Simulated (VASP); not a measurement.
Consider the following.

```xyz
1
Lattice="-1.5150 1.5150 1.5150 1.5150 -1.5150 1.5150 1.5150 1.5150 -1.5150" Properties=species:S:1:pos:R:3 pbc="T T T"
V      0.0000     0.0000     0.0000
```

Level of theory: PBE GGA with D4 dispersion, VASP's PBE PAW potentials (set 64) (plane waves; VASP 6.6.1). Numerical set-up: 520 eV cut-off, 15×15×15 Γ-centred mesh, first-order Methfessel-Paxton smearing of 0.10 eV, potentials V_sv.

Energy and stress use the plane-wave basis of the starting cell.

Task: The ions, cell shape and volume are relaxed. Which structure does the run end with?

Result: 
```xyz
1
Lattice="-1.4879 1.4879 1.4879 1.4879 -1.4879 1.4879 1.4879 1.4879 -1.4879" Properties=species:S:1:pos:R:3 pbc="T T T"
V      1.4879     1.4879    -1.4879
```
Space group Im-3m (229), at a tolerance of 0.03 Å.

Task: How do energy and volume change from the first to the last step?

Result: The energy (σ→0) changes by -22.5 meV/atom and the volume by -5.3 %, in 4 ionic steps.

The compound is V in the bcc structure. This run relaxes it. Symmetry was kept, so distortions that lower it aren't found. The run is not spin-polarised, so no magnetic state was tried.
